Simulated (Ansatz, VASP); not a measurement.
# Two plane-wave programs on SrGa3

```
CELL_PARAMETERS angstrom
4.49808 0.00000 0.00000
0.00000 4.49808 0.00000
0.00000 0.00000 4.49808
ATOMIC_POSITIONS crystal
Sr 0.00000 0.00000 0.00000
Ga 0.00000 0.50000 0.50000
Ga 0.50000 0.50000 0.00000
Ga 0.50000 0.00000 0.50000
```

Alike in both runs: task single point; functional PBE; k mesh 8 × 8 × 8; occupations gaussian, width 0.05 eV; no spin polarisation.

```csv
,VASP,Ansatz
version,VASP 6.6.1,Ansatz 0.2.0
potentials or method,"VASP PAW PBE potentials, release 64 (Sr_sv, Ga_d)","scalar-relativistic, plane waves, PAW"
plane-wave cutoff (eV),520,420
valence electrons in the cell,49,49
```

VASP gave:

- gap on the k mesh at the Fermi level (eV): none
- pressure (GPa): 0.9

Estimate Ansatz's values.

gap on the k mesh at the Fermi level (eV): none; pressure (GPa): 0.8.

A gap of «none» marks a metal or a gap that the smearing closes.
